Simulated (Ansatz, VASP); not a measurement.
Two plane-wave programs on SnC3

```
C Sn
1.0
     2.94880    0.00000    0.00000
     0.00000    2.94880    0.00000
     0.00000    0.00000    4.59661
C Sn
3 1
Direct
  0.50000 0.00000 0.82036
  0.50000 0.50000 0.00000
  0.00000 0.50000 0.17964
  0.00000 0.00000 0.50000
```

Alike in both runs: task single point; functional r2SCAN; k mesh 8 × 8 × 4; no spin polarisation.

|  | VASP | Ansatz |
| --- | --- | --- |
| version | VASP 6.6.1 | Ansatz 0.2.0 |
| potentials or method | VASP PAW PBE potentials, release 64 (C, Sn_d) | plane waves, PAW |
| plane-wave cutoff (eV) | 520 | 500 |
| occupations | gaussian, width 0.01 eV | fixed |
| valence electrons in the cell | 26 | 26 |

Ansatz gave:

| Item | Value |
| --- | --- |
| gap on the k mesh at the Fermi level (eV) | 0.53 |
| pressure (GPa) | 7.2 |
| largest component of the traceless stress (GPa) | 1.02 |
| rms of the force components (eV/Å) | 0.074 |

Task: What did VASP give for the same quantities?

Result: gap on the k mesh at the Fermi level (eV): 0.53; pressure (GPa): 7.6; largest component of the traceless stress (GPa): 0.95; rms of the force components (eV/Å): 0.076.

Atom by atom the forces differ by 0.002 eV/Å (rms over components).

Caveats: the PAW data sets were made with another functional, which shifts forces and pressure a little (VASP); spin-orbit coupling is left out, which moves the levels of the heavy elements. A k mesh can miss the band edges. r2SCAN opens gaps a little over a GGA but as a rule still falls short of measured ones.
